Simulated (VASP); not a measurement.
OSZICAR of a VASP run on Zn7Tc (space group Fm-3m):

OSZICAR:
```
       N       E                     dE             d eps       ncg     rms          rms(c)
DAV:   1     0.699385407708E+03    0.69939E+03   -0.32312E+04  1976   0.179E+03
DAV:   2     0.396863693721E+02   -0.65970E+03   -0.63682E+03  1864   0.429E+02
DAV:   3    -0.233101462576E+02   -0.62997E+02   -0.61121E+02  1956   0.139E+02
DAV:   4    -0.247883051442E+02   -0.14782E+01   -0.14655E+01  2036   0.229E+01
DAV:   5    -0.248007807722E+02   -0.12476E-01   -0.12468E-01  2016   0.164E+00    0.155E+01
DAV:   6    -0.231942871707E+02    0.16065E+01   -0.77923E+00  2164   0.371E+01    0.110E+01
DAV:   7    -0.231089526828E+02    0.85334E-01   -0.24171E+00  2160   0.134E+01    0.476E+00
DAV:   8    -0.228226302788E+02    0.28632E+00   -0.58733E-01  2122   0.653E+00    0.257E+00
DAV:   9    -0.228039253970E+02    0.18705E-01   -0.80395E-02  2008   0.244E+00    0.668E-01
DAV:  10    -0.228034170022E+02    0.50839E-03   -0.16922E-02  2066   0.273E+00    0.293E-01
DAV:  11    -0.228029728412E+02    0.44416E-03   -0.24410E-03  1982   0.116E+00    0.851E-02
DAV:  12    -0.228029672067E+02    0.56345E-05   -0.71019E-04  2480   0.350E-01    0.255E-02
DAV:  13    -0.228029835462E+02   -0.16339E-04   -0.21554E-04  1890   0.156E-01    0.180E-02
DAV:  14    -0.228029832495E+02    0.29667E-06   -0.26185E-05  1980   0.108E-01    0.666E-03
DAV:  15    -0.228029821590E+02    0.10905E-05   -0.59336E-06  1830   0.795E-02    0.196E-03
DAV:  16    -0.228029821523E+02    0.67339E-08   -0.16052E-06  1200   0.137E-02
   1 F= -.22802982E+02 E0= -.22769565E+02  d E =-.668344E-01
```

Q: Which electronic solver shows in the log?

A: It is blocked Davidson (ALGO = Normal, or the opening steps of other solvers). The INCAR had ALGO = Normal.

Q: Can the final energy be trusted as converged?

A: The run converged. It stopped with EDIFF = 1E-6, NELM = 100 (PBEsol GGA, plane waves, VASP's PBE PAW potentials (set 64)).

The structure comes from a computed database's Zn7Tc entry (Fm-3m); how it stands against other phases isn't given here. The cell was not relaxed at this level. The electron count is odd and the run is not spin-polarised, which forces a metal.
